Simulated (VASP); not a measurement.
Data:

```
TaN
1.0
    2.87322     0.00000     0.00000
    0.00000     2.87322     0.00000
    0.00000     0.00000     2.87322
Ta N
1 1
Direct
  0.00000   0.00000   0.00000
  0.50000   0.50000   0.50000
```

Method: r2SCAN meta-GGA, VASP's PBE PAW potentials (set 64) (plane waves; VASP). Settings: 520 eV cut-off, 8×8×8 Γ-centred mesh, Gaussian smearing of 0.050 eV, potentials Ta_pv N.

Energy and stress use the plane-wave basis of the starting cell.

Question: The ions, cell shape and volume are relaxed. Which structure does the run end with?

Answer: 
```
TaN
1.0
    2.74393     0.00000     0.00000
    0.00000     2.74393     0.00000
    0.00000     0.00000     2.74393
Ta N
1 1
Direct
  0.00000   0.00000   0.00000
  0.50000   0.50000   0.50000
```
Space group Pm-3m (221), at a tolerance of 0.03 Å.

Question: How do energy and volume change from the first to the last step?

Answer: The energy (σ→0) changes by -182.0 meV/atom and the volume by -12.9 %, in 5 ionic steps.

The structure was generated: TaN was put into the CsCl type (Pm-3m), which need not be its known phase. This run relaxes it. Symmetry was kept, so distortions that lower it aren't found.
